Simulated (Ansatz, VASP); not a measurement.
# Hf16In14O53 (amorphous 30In2O3-70HfO2 (mol %)) in two plane-wave programs, part 3 of 3

Wanted: the spread between two codes on one cell, functional and k mesh. Of the first pair: The structure shown is the start of the Ansatz relaxation below; VASP solves that cell, so the two are compared at the walk's first step.

VASP 6.6.1 and Ansatz 0.2.0.

So far. Step 6 (VASP: single point, revPBE, relaxed atoms in a fixed …): The run ends at a pressure of -2.68 GPa, with forces up to 0.23 eV/Å.

## (9) VASP: single point, revPBE, relaxed atoms in a fixed cell, pair 3

Level of this step: revPBE; plane waves and PAW (In_d, Hf_pv, O) (VASP).

The same cell, functional, mesh and smearing now go to VASP, with its own data sets.

File INCAR:

```
SYSTEM = Hf16In14O53
PREC = Accurate
ENCUT = 600
EDIFF = 1E-06
NELM = 120
ISMEAR = 0
SIGMA = 0.025
LREAL = Auto
ALGO = Normal
GGA = RE
NBANDS = 392
LASPH = .TRUE.
LORBIT = 11
LWAVE = .FALSE.
LCHARG = .FALSE.
ISIF = 2
GGA_COMPAT = .FALSE.
EFERMI = MIDGAP
NCORE = 2
```

File POSCAR:

```
Hf16In14O53
1.0
   10.2076200000      0.0228700000     -0.1031300000
    0.0228700000     10.0582600000     -0.0209300000
   -0.1031300000     -0.0209300000     10.5838700000
In Hf O
14 16 53
Direct
    0.2913300000      0.6798400000      0.8151700000
    0.4168200000      0.3076500000      0.7206800000
    0.3069100000      0.6598100000      0.2493100000
    0.7687500000      0.7185700000      0.8374500000
    0.0396300000      0.8779200000      0.3447300000
    0.9539000000      0.2068600000      0.8898500000
    0.0577200000      0.1918600000      0.1889700000
    0.1150000000      0.4583100000      0.3823900000
    0.2490400000      0.0592100000      0.8893900000
    0.9843000000      0.9093900000      0.0358900000
    0.2670600000      0.4032100000      0.9804300000
    0.5102500000      0.5553000000      0.5258400000
    0.5699400000      0.1114000000      0.4597400000
    0.6561200000      0.7423300000      0.3242200000
    0.6387400000      0.9878700000      0.7148700000
    0.7517500000      0.3962400000      0.7621200000
    0.0558500000      0.5047300000      0.7524500000
    0.5757100000      0.1827300000      0.9901700000
    0.3288600000      0.0375400000      0.2186900000
    0.4900700000      0.8444600000      0.0141800000
    0.2158100000      0.1282700000      0.5508400000
    0.3460400000      0.8303700000      0.5179700000
    0.8682000000      0.6139400000      0.5141800000
    0.5754100000      0.5226100000      0.0400500000
    0.9696600000      0.5464300000      0.0738600000
    0.0184400000      0.8887000000      0.6787500000
    0.4260800000      0.3453000000      0.2803900000
    0.7751700000      0.0373900000      0.2266500000
    0.8995000000      0.2082700000      0.5038300000
    0.7623100000      0.4087200000      0.2822500000
    0.8838600000      0.8654100000      0.2088300000
    0.6454200000      0.0112300000      0.0755700000
    0.2542600000      0.4544700000      0.7659200000
    0.6007100000      0.7070200000      0.1280400000
    0.4004900000      0.2312000000      0.5254300000
    0.7543800000      0.2085900000      0.3384300000
    0.9399900000      0.4272200000      0.9098700000
    0.9115500000      0.7206500000      0.9864400000
    0.6705000000      0.9454600000      0.3555600000
    0.6703100000      0.5375100000      0.8748600000
    0.4607400000      0.7164100000      0.3868600000
    0.5823800000      0.4475600000      0.3612500000
    0.0420300000      0.0000900000      0.8628800000
    0.1074800000      0.5945300000      0.2160800000
    0.1448300000      0.2310200000      0.9856700000
    0.8997000000      0.1135800000      0.0719500000
    0.0879700000      0.7103100000      0.7537500000
    0.5937200000      0.3272400000      0.1360400000
    0.7372500000      0.2398500000      0.8840300000
    0.5860500000      0.4050300000      0.6542700000
    0.2188600000      0.9259500000      0.6342400000
    0.3857300000      0.4864800000      0.1402000000
    0.5243500000      0.1165200000      0.8058600000
    0.1399900000      0.5643100000      0.9594200000
    0.3210600000      0.8678800000      0.9010500000
    0.2894200000      0.0107900000      0.4074100000
    0.8546800000      0.5723200000      0.7112500000
    0.3831300000      0.6782000000      0.6371200000
    0.2555700000      0.2410400000      0.2292400000
    0.3764100000      0.8477000000      0.1751800000
    0.8257000000      0.8939100000      0.7371000000
    0.8222300000      0.6097800000      0.3256100000
    0.0177000000      0.0713400000      0.5971100000
    0.9508100000      0.8018000000      0.5134200000
    0.7727400000      0.4998100000      0.1073400000
    0.4604500000      0.3503600000      0.9233200000
    0.0988100000      0.2677500000      0.4666000000
    0.4407000000      0.6524100000      0.9527100000
    0.4017900000      0.0768700000      0.0349800000
    0.7295800000      0.1281600000      0.5954600000
    0.1999800000      0.7629800000      0.3968400000
    0.2509600000      0.1817500000      0.7336500000
    0.3209700000      0.4782000000      0.3898400000
    0.9595000000      0.0780100000      0.3446300000
    0.0567300000      0.5353000000      0.5585200000
    0.9697600000      0.3789200000      0.2257400000
    0.9312600000      0.3079800000      0.6995700000
    0.6811100000      0.6755700000      0.5356400000
    0.5096500000      0.9442600000      0.5782900000
    0.6080700000      0.8495100000      0.8542800000
    0.8421700000      0.4049100000      0.4726500000
    0.1378000000      0.9835300000      0.1616100000
    0.4877500000      0.1468100000      0.2829900000
```

File KPOINTS:

```
Automatic mesh
0
Gamma
1 1 1
0 0 0
```

Potentials, in the order of the species: In_d, Hf_pv and O (PBE family, release 64).

Launch:

```sh
$ mpirun -np 8 vasp_gam
```

Numbers of over 12 decimals in the logs are rounded to 6 here.

The log of the run:

```text
[... set-up lines as in an earlier step ...]
 entering main loop
       N       E                     dE             d eps       ncg     rms          rms(c)
DAV:   1     0.150419475732E+05    0.15042E+05   -0.34145E+05   784   0.251E+03
DAV:   2     0.277470044862E+04   -0.12267E+05   -0.11761E+05   832   0.774E+02
DAV:   3    -0.251555579787E+03   -0.30263E+04   -0.28116E+04   816   0.324E+02
DAV:   4    -0.747500885504E+03   -0.49595E+03   -0.48522E+03  1064   0.129E+02
[...]
DAV:  18    -0.639858131487E+03    0.62685E-06   -0.18466E-05  1064   0.116E-02    0.132E-02
DAV:  19    -0.639858132494E+03   -0.10072E-05   -0.35456E-06   688   0.643E-03    0.129E-02
DAV:  20    -0.639858133198E+03   -0.70395E-06   -0.12457E-06   584   0.319E-03
   1 F= -.63985813E+03 E0= -.63985813E+03  d E =0.000000E+00
```

From OUTCAR (step 9):

```text
  FREE ENERGIE OF THE ION-ELECTRON SYSTEM (eV)
  ---------------------------------------------------
  free  energy   TOTEN  =      -639.8581331979 eV

  energy  without entropy=     -639.8581331979  energy(sigma->0) =     -639.85813320
```

The run ends at a pressure of 2.10 GPa, with forces up to 0.22 eV/Å.

## (10) Side by side

What differs besides the data sets and the points named for the pairs above, as far as they apply: the data sets hold 916 valence electrons in Ansatz (on its PAW soft_1 files) and 660 in VASP. Total energies have different zeros and are not compared.

Compared:

```csv
quantity,Ansatz,VASP,difference
pressure (GPa),3.68,2.10,+1.58
gap on the k mesh (eV),2.185,2.172,+0.013
```

Forces on 7 of the 83 atoms, those with the largest forces and the largest differences (eV/Å; atoms numbered as in POSCAR):

```csv
atom,"Ansatz x, y, z","VASP x, y, z"
O42,"0.002, 0.003, 0.009","0.031, -0.122, -0.148"
O60,"-0.002, -0.003, -0.005","0.053, 0.168, -0.103"
O67,"-0.011, -0.015, 0.011","-0.049, -0.180, 0.104"
O68,"0.009, -0.005, -0.001","0.164, 0.018, 0.137"
O75,"-0.008, 0.005, 0.011","-0.150, 0.046, 0.157"
O78,"0.001, -0.002, 0.001","0.201, -0.031, -0.011"
O83,"0.006, 0.004, -0.033","-0.174, 0.064, -0.127"
```

The forces differ by 75 meV/Å r.m.s., where the r.m.s. force is 0.010 eV/Å in Ansatz and 0.076 eV/Å in VASP: the atoms lie near their places of rest in Ansatz, so a percentage would say little (all taken over all components). A gap on the mesh is an upper bound, since the band edges may lie between its points; neither run holds spin-orbit coupling, which can move the band edges of a compound of Hf.

## (11) Results

| Property | Result |
| --- | --- |
| r.m.s. force difference (single point, revPBE, start cell, pair 1) | 72 meV/Å |
| r.m.s. force difference (single point, revPBE, relaxed atoms in a fixed cell, pair 2) | 72 meV/Å |
| difference in pressure (single point, revPBE, relaxed atoms in a fixed cell, pair 2) | 1.5 GPa |
| r.m.s. force difference (single point, revPBE, relaxed atoms in a fixed cell, pair 3) | 75 meV/Å |
| difference in pressure (single point, revPBE, relaxed atoms in a fixed cell, pair 3) | 1.6 GPa |

In words: The r.m.s. force difference is 75 meV/Å (single point, revPBE, relaxed atoms in a fixed cell, pair 3), beyond the 12 meV/Å picked in this series as the mark of a large difference. The data sets hold unlike numbers of valence electrons (916 in Ansatz and 660 in VASP), so part of the differences may come from the potentials. What causes the difference of the single point, revPBE, start cell, pair 1 pair stays open here. By the marks of this series, far apart in the single point, revPBE, relaxed atoms in a fixed cell, pair 2 pair: the r.m.s. force difference, 72 meV/Å and the difference in pressure, 1.5 GPa. What causes the difference of the single point, revPBE, relaxed atoms in a fixed cell, pair 2 pair stays open here. By the marks of this series, far apart in the single point, revPBE, relaxed atoms in a fixed cell, pair 3 pair: the r.m.s. force difference, 75 meV/Å and the difference in pressure, 1.6 GPa. What causes the difference of the single point, revPBE, relaxed atoms in a fixed cell, pair 3 pair stays open here. 1 further pair of this series is not shown here. Such differences can come from data sets, numerical settings and the points named under the comparisons, not from the functional's error against experiment.

[Lines on the potential files, build, host, timing and source positions are cut from VASP's logs without a mark.]

[Logs are printed without paths, hosts, clocks, repeated set-up lines and the standing remarks that a program may print on its own settings, such as how far it seeks lower states.]

[Hosts, paths, dates, database ids (printed as entryN), source tags and the programs' standing remarks are cut or masked in the printed files.]
